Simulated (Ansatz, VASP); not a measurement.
**BaH2Pd2: VASP beside Ansatz**

Contents of POSCAR:

```
BaH2Pd2
1.0
    4.1788830000      0.0000000000      0.0000000000
    0.0000000000      4.1788830000      0.0000000000
    0.0000000000      0.0000000000     10.1212540000
H Pd Ba
4 4 2
Direct
    0.0000000000      0.5000000000      0.8670000000
    0.5000000000      0.0000000000      0.1330000000
    0.0000000000      0.0000000000      0.5000000000
    0.5000000000      0.5000000000      0.5000000000
    0.0000000000      0.0000000000      0.0000000000
    0.5000000000      0.5000000000      0.0000000000
    0.0000000000      0.5000000000      0.6310000000
    0.5000000000      0.0000000000      0.3690000000
    0.0000000000      0.5000000000      0.2530000000
    0.5000000000      0.0000000000      0.7470000000
```

INCAR.step1

```
PREC     = Accurate       # precision mode
ENCUT    = 520            # plane-wave cutoff, eV
ISMEAR   = -1             # smearing method
SIGMA    = 0.0303         # smearing width, eV
LREAL    = F              # projectors in reciprocal space
LASPH    = T              # aspherical terms in the spheres
NELM     = 60             # most SCF steps
NBANDS   = 43             # bands
GGA      = PE             # functional
ALGO     = Normal         # electronic algorithm
EDIFF    = 1E-4           # SCF threshold, eV
LWAVE    = T              # write WAVECAR
LCHARG   = F              # write CHGCAR
```

The input INCAR.step2:

```
PREC     = Accurate       # precision mode
ENCUT    = 520            # plane-wave cutoff, eV
EDIFF    = 1E-6           # SCF threshold, eV
ISMEAR   = -1             # smearing method
SIGMA    = 0.0303         # smearing width, eV
LREAL    = F              # projectors in reciprocal space
LASPH    = T              # aspherical terms in the spheres
NELM     = 60             # most SCF steps
ALGO     = Normal         # electronic algorithm
ISIF     = 2              # what is computed and relaxed
LWAVE    = F              # write WAVECAR
LCHARG   = F              # write CHGCAR
METAGGA  = R2SCAN         # meta-GGA
LMIXTAU  = T            
NBANDS   = 43             # bands
ISTART   = 1
```

Contents of KPOINTS:

```
regular mesh
0
Gamma
  4 4 2
```

Input for Ansatz:

```yaml
crystal:
  lattice:
    - [4.178883, 0.0, 0.0]
    - [0.0, 4.178883, 0.0]
    - [0.0, 0.0, 10.121254]
  atoms:
    - { symbol: H, position: [0.0, 0.5, 0.867] }
    - { symbol: H, position: [0.5, 0.0, 0.133] }
    - { symbol: Pd, position: [0.0, 0.0, 0.0] }
    - { symbol: Pd, position: [0.5, 0.5, 0.0] }
    - { symbol: Pd, position: [0.0, 0.5, 0.631] }
    - { symbol: Pd, position: [0.5, 0.0, 0.369] }
    - { symbol: Ba, position: [0.0, 0.5, 0.253] }
    - { symbol: Ba, position: [0.5, 0.0, 0.747] }
    - { symbol: H, position: [0.0, 0.0, 0.5] }
    - { symbol: H, position: [0.5, 0.5, 0.5] }
  symmetry: { tolerance: 0.0003 }
kpoints:
  mp_grid: { grid: [4, 4, 2], shift: [0, 0, 0] }
magnetization:
  spin_polarized: false
scf:
  occupations: { method: fermi_dirac, width: 0.0303 }
  algorithm: direct_min
hamiltonian:
  pseudopotentials: { kind: paw }
  xc: r2scan
basis:
  ecutwfc: "700 eV"
output:
  forces: true
  stress: true
  eigenvalues: true
  write_density: true
  write_potential: true
  elf: true
  volumetric_format: npy
```

The cell was built by a generator and needn't be a form met in nature.

Alike in both runs: task single point; functional r2SCAN; k mesh 4 × 4 × 2; occupations fermi-dirac, width 0.0303 eV; no spin polarisation.

|  | VASP | Ansatz |
| --- | --- | --- |
| version | VASP 6.6.1 | Ansatz 0.2.0 |
| potentials or method | VASP PAW PBE potentials, release 64 (H, Pd, Ba_sv) | PAW plane waves |
| plane-wave cutoff (eV) | 520 | 700 |
| valence electrons in the cell | 64 | 96 |

```csv
,VASP,Ansatz,Ansatz less VASP
gap on the k mesh at the Fermi level (eV),none,none,-
pressure (GPa),-6.7,-7.5,-0.74
largest component of the traceless stress (GPa),3.17,3.13,-0.049
rms of the force components (eV/Å),0.241,0.219,-0.0224
```

A gap of «none» marks a metal or a gap that the smearing closes. The two sets of potentials don't hold the same shells in valence.

Caveats: the k mesh is coarse (spacing up to 0.38 Å⁻¹), so the values aren't converged; the PAW data sets were made with another functional, which shifts forces and pressure a little (VASP). The runs have no spin-orbit coupling, so splittings on Ba are missing.
